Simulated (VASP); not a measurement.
Output of a VASP run:

**OUTCAR**
```
 ion  position               nearest neighbor table
   1  0.000  0.000  0.000-   2 2.69   2 2.69   2 2.69   2 2.69   2 2.69   2 2.69
   2  0.500  0.500  0.500-   1 2.69   1 2.69   1 2.69   1 2.69   1 2.69   1 2.69
  LATTYP: Found a face centered cubic cell.
 ALAT       =     5.3851330820
 Subroutine PRICEL returns:
 Original cell was already a primitive cell.
 Subroutine GETGRP returns: Found 48 space group operations
The static configuration has the point symmetry O_h .
The dynamic configuration has the point symmetry O_h .
 Subroutine INISYM returns: Found 48 space group operations
 Subroutine IBZKPT returns following result:
 Found     35 irreducible k-points:

 Following reciprocal coordinates:
            Coordinates               Weight
  0.000000  0.000000  0.000000      1.000000
  0.111111  0.000000  0.000000      8.000000
  0.222222  0.000000  0.000000      8.000000
  0.333333  0.000000  0.000000      8.000000
  0.444444  0.000000  0.000000      8.000000
  0.111111  0.111111  0.000000      6.000000
  0.222222  0.111111  0.000000     24.000000
  0.333333  0.111111  0.000000     24.000000
  0.444444  0.111111  0.000000     24.000000
 -0.444444  0.111111  0.000000     24.000000
 -0.333333  0.111111  0.000000     24.000000
 -0.222222  0.111111  0.000000     24.000000
 -0.111111  0.111111  0.000000     12.000000
  0.222222  0.222222  0.000000      6.000000
  0.333333  0.222222  0.000000     24.000000
  0.444444  0.222222  0.000000     24.000000
 -0.444444  0.222222  0.000000     24.000000
 -0.333333  0.222222  0.000000     24.000000
 -0.222222  0.222222  0.000000     12.000000
  0.333333  0.333333  0.000000      6.000000
  0.444444  0.333333  0.000000     24.000000
 -0.444444  0.333333  0.000000     24.000000
 -0.333333  0.333333  0.000000     12.000000
  0.444444  0.444444  0.000000      6.000000
 -0.444444  0.444444  0.000000     12.000000
  0.333333  0.222222  0.111111     24.000000
  0.444444  0.222222  0.111111     48.000000
 -0.444444  0.222222  0.111111     48.000000
  0.444444  0.333333  0.111111     24.000000
 -0.444444  0.333333  0.111111     48.000000
 -0.333333  0.333333  0.111111     48.000000
 -0.222222  0.333333  0.111111     24.000000
 -0.444444  0.444444  0.111111     24.000000
 -0.333333  0.444444  0.111111     24.000000
 -0.333333  0.444444  0.222222     24.000000
   k-points           NKPTS =     35   k-points in BZ     NKDIM =     35   number of bands    NBANDS=     12
   number of dos      NEDOS =    301   number of ions     NIONS =      2
   total plane-waves  NPLWV =  21952
   dimension x,y,z NGX =    28 NGY =   28 NGZ =   28
   dimension x,y,z NGXF=    56 NGYF=   56 NGZF=   56
   ions per type =               1   1
   PREC   = accura    normal or accurate (medium, high low for compatibility)
   ISTART =      0    job   : 0-new  1-cont  2-samecut
   ICHARG =      2    charge: 1-file 2-atom 10-const
   ISPIN  =      1    spin polarized calculation?
   LNONCOLLINEAR =      F non collinear calculations
   LSORBIT =      F    spin-orbit coupling
   INIWAV =      1    electr: 0-lowe 1-rand  2-diag
   ENCUT  =  520.0 eV  38.22 Ry    6.18 a.u.   7.08  7.08  7.08*2*pi/ulx,y,z
   NELM   =    100;   NELMIN=  2; NELMDL= -5     # of ELM steps
   EDIFF  = 0.1E-06   stopping-criterion for ELM
   LREAL  =      F    real-space projection
   NLSPLINE    = F    spline interpolate recip. space projectors
   LMAXMIX     =    2 max onsite mixed and CHGCAR
   VOSKOWN=      0    Vosko Wilk Nusair interpolation
   EDIFFG = 0.1E-05   stopping-criterion for IOM
   NSW    =      0    number of steps for IOM
   NBLOCK =      1;   KBLOCK =      1    inner block; outer block
   IBRION =     -1    ionic relax: 0-MD 1-quasi-New 2-CG
   NFREE  =      0    steps in history (QN), initial steepest desc. (CG)
   ISIF   =      2    stress and relaxation
   ISYM   =      2    0-nonsym 1-usesym 2-fastsym
   TEIN   =    0.0    initial temperature
   TEBEG  =    0.0;   TEEND  =   0.0 temperature during run
...
```

### OSZICAR
```
       N       E                     dE             d eps       ncg     rms          rms(c)
DAV:   1     0.109862891008E+03    0.10986E+03   -0.85281E+03   840   0.131E+03
DAV:   2    -0.153229474808E+02   -0.12519E+03   -0.11561E+03  1084   0.346E+02
DAV:   3    -0.201791454577E+02   -0.48562E+01   -0.48293E+01  1060   0.637E+01
DAV:   4    -0.203316544175E+02   -0.15251E+00   -0.15236E+00  1300   0.975E+00
DAV:   5    -0.203327692944E+02   -0.11149E-02   -0.11148E-02  1076   0.995E-01    0.584E+00
DAV:   6    -0.148743281457E+02    0.54584E+01   -0.27840E+00  1132   0.190E+01    0.219E+00
DAV:   7    -0.143498318980E+02    0.52450E+00   -0.75540E-01  1308   0.110E+01    0.172E+00
DAV:   8    -0.156059649061E+02   -0.12561E+01   -0.56112E-01  1248   0.940E+00    0.855E-01
DAV:   9    -0.140324772386E+02    0.15735E+01   -0.32218E-01   860   0.623E+00    0.657E-01
DAV:  10    -0.144258489786E+02   -0.39337E+00   -0.25043E-01   864   0.562E+00    0.200E-01
DAV:  11    -0.144990161227E+02   -0.73167E-01   -0.10327E-02  1332   0.123E+00    0.262E-01
DAV:  12    -0.144789352097E+02    0.20081E-01   -0.34358E-04   984   0.269E-01    0.261E-01
DAV:  13    -0.144271860708E+02    0.51749E-01   -0.28230E-02   848   0.251E+00    0.248E-01
DAV:  14    -0.144268330285E+02    0.35304E-03   -0.58839E-04  1016   0.330E-01    0.209E-01
DAV:  15    -0.144267476708E+02    0.85358E-04   -0.25119E-04   888   0.202E-01    0.212E-01
DAV:  16    -0.144278099056E+02   -0.10622E-02   -0.19376E-03   848   0.523E-01    0.117E-01
DAV:  17    -0.144280280443E+02   -0.21814E-03   -0.72883E-05  1056   0.108E-01    0.997E-02
DAV:  18    -0.144279757988E+02    0.52245E-04   -0.12711E-04   912   0.116E-01    0.576E-02
DAV:  19    -0.144280129371E+02   -0.37138E-04   -0.74410E-05   848   0.108E-01    0.333E-02
DAV:  20    -0.144280430395E+02   -0.30102E-04   -0.14919E-05   976   0.397E-02    0.241E-02
DAV:  21    -0.144280514144E+02   -0.83749E-05   -0.84218E-06   972   0.307E-02    0.574E-03
DAV:  22    -0.144280517295E+02   -0.31511E-06   -0.49463E-07  1096   0.920E-03    0.215E-03
DAV:  23    -0.144280525014E+02   -0.77184E-06   -0.34687E-07   900   0.839E-03    0.129E-03
DAV:  24    -0.144280525275E+02   -0.26160E-07   -0.15413E-07   640   0.593E-03
   1 F= -.14428053E+02 E0= -.14428053E+02  d E =-.982590E-16
```

**OUTCAR**
```
------------------------ aborting loop because EDIFF is reached ----------------------------------------
  FORCE on cell =-STRESS in cart. coord.  units (eV):
  Direction    XX          YY          ZZ          XY          YZ          ZX
  --------------------------------------------------------------------------------------
  Total       -0.4803352     -0.4803352     -0.4803352      0.0000000      0.0000000     -0.0000000
  in kB      -19.7117704    -19.7117704    -19.7117704      0.0000000      0.0000000     -0.0000000
  external PRESSURE =     -19.7117704 kB  Pullay stress =       0.0000000 kB
  volume of cell :       39.04
      direct lattice vectors                 reciprocal lattice vectors
     0.000000000  2.692566541  2.692566541    -0.185696432  0.185696432  0.185696432
     2.692566541  0.000000000  2.692566541     0.185696432 -0.185696432  0.185696432
     2.692566541  2.692566541  0.000000000     0.185696432  0.185696432 -0.185696432
  FREE ENERGIE OF THE ION-ELECTRON SYSTEM (eV)
  ---------------------------------------------------
  free  energy   TOTEN  =       -14.4280525275 eV

  energy  without entropy=      -14.4280525275  energy(sigma->0) =      -14.42805253
```
(Selected blocks of OUTCAR.)

### POSCAR
```
KF
1
    0.0000000000     2.6925665410     2.6925665410
    2.6925665410     0.0000000000     2.6925665410
    2.6925665410     2.6925665410     0.0000000000
K F
1 1
Direct
  0.0000000000   0.0000000000   0.0000000000
  0.5000000000   0.5000000000   0.5000000000
```

Write an INCAR and KPOINTS that could have produced this output.

Several could match; the one computed here: the input of the run itself, r2SCAN+rVV10, plane waves, VASP's PBE PAW potentials (set 64).

**INCAR**
```
SYSTEM = KF
PREC = Accurate; ENCUT = 520; LREAL = F
LASPH = T
EDIFF = 1E-7; NELM = 100; ALGO = Normal
LMIXTAU = T
ISMEAR = 0; SIGMA = 0.05
METAGGA = R2SCAN; LUSE_VDW = T; BPARAM = 11.95
CPARAM = 0.0093
ISIF = 2
LWAVE = F; LCHARG = F
```

**KPOINTS**
```
Automatic mesh
0
Gamma
9 9 9
0 0 0
```

POTCAR, in this order: K_sv F (PBE.64 set). Program: vasp_std.

The compound is KF in the rock salt structure. This cell is one point of a volume scan, at 1.06 of the reference volume.
